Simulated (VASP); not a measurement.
VASP ran on this input.

### INCAR
```
AGGAC = 0.0
ALGO = Normal
EDIFF = 1E-7
ENCUT = 520
GGA = ML
ISIF = 2
ISMEAR = 1
ISPIN = 2
LASPH = .True.
LCHARG = .False.
LMAXMIX = 4
LORBIT = 10
LREAL = .False.
LUSE_VDW = .True.
LWAVE = .False.
MAGMOM = 1.0 -1.0
NELM = 100
PREC = Accurate
SIGMA = 0.1
SYSTEM = Cr
ZAB_VDW = -1.8867
```

### KPOINTS
```
K-points
0
G
  13 13 13
0 0 0
```

### POSCAR
```
Cr
2.9066690
  1.0000000012   0.0000000000   0.0000000000
  0.0000000000   1.0000000012   0.0000000000
  0.0000000000   0.0000000000   1.0000000012
Cr
2
Cartesian
  0.0000000000   0.0000000000   0.0000000000
  0.5000000006   0.5000000006   0.5000000006
```

POTCAR, in this order: Cr_pv (PBE.64 set). Program: vasp_std.

### Question
Translate this vdW-DF2 calculation to Quantum ESPRESSO's pw.x.

### Answer
One equivalent input (not run):
```
&CONTROL
  calculation = 'scf'
  pseudo_dir = './pseudo'
  outdir = './out'
  tprnfor = .true.
  tstress = .true.
/
&SYSTEM
  ibrav = 0
  nat = 2
  ntyp = 2
  ecutwfc = 94
  occupations = 'smearing'
  smearing = 'methfessel-paxton'
  degauss = 0.00735
  input_dft = 'vdw-df2'
  nspin = 2
  starting_magnetization(1) = 0.1
  starting_magnetization(2) = -0.1
/
&ELECTRONS
  conv_thr = 7.3e-09
  electron_maxstep = 100
/
ATOMIC_SPECIES
  Cr1 51.996 Cr.upf
  Cr2 51.996 Cr.upf
CELL_PARAMETERS angstrom
     2.9066690    0.0000000    0.0000000
     0.0000000    2.9066690    0.0000000
     0.0000000    0.0000000    2.9066690
ATOMIC_POSITIONS crystal
  Cr1  0.0000000  0.0000000  0.0000000
  Cr2  0.5000000  0.5000000  0.5000000
K_POINTS automatic
  13 13 13 0 0 0
```
The two are equivalent in intent, not identical: the potentials are each code's own (VASP's PAW set, PseudoDojo norm-conserving files in pw.x), so ENCUT and ecutwfc are chosen apart and not converted; conv_thr bounds pw.x's estimated SCF error, while EDIFF bounds the energy change between steps; starting_magnetization is a fraction of the valence charge and MAGMOM a moment in μB, so they match only roughly.

The compound is Cr in the bcc, AFM order structure. It was relaxed first.
